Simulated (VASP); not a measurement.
```xyz
2
Lattice="0.0000 2.1032 2.1032 2.1032 0.0000 2.1032 2.1032 2.1032 0.0000" Properties=species:S:1:pos:R:3 pbc="T T T"
Ti     0.0000     0.0000     0.0000
N      2.1032     2.1032     2.1032
```

The numbers are results of PBEsol GGA, VASP's PBE PAW potentials (set 64) (plane waves; VASP), not measurements. Numerical set-up: 520 eV cut-off, 13×13×13 Γ-centred mesh, first-order Methfessel-Paxton smearing of 0.10 eV, potentials Ti_sv N.

### Question
What does the run give for the energy per atom (σ→0), band gap (on the k-mesh) with the smallest direct gap where there is one?

### Answer

* **band gap (on the k-mesh)**: none (metal, semimetal or under 0.01 eV)
* **energy per atom (σ→0)**: -10.391 eV/atom

Total energies compare only between runs with the same potentials, cut-off and functional.

The compound is TiN in the rock salt structure. It was relaxed first. The start is the result of an earlier pass. The electron count is odd and the run is not spin-polarised, which forces a metal.
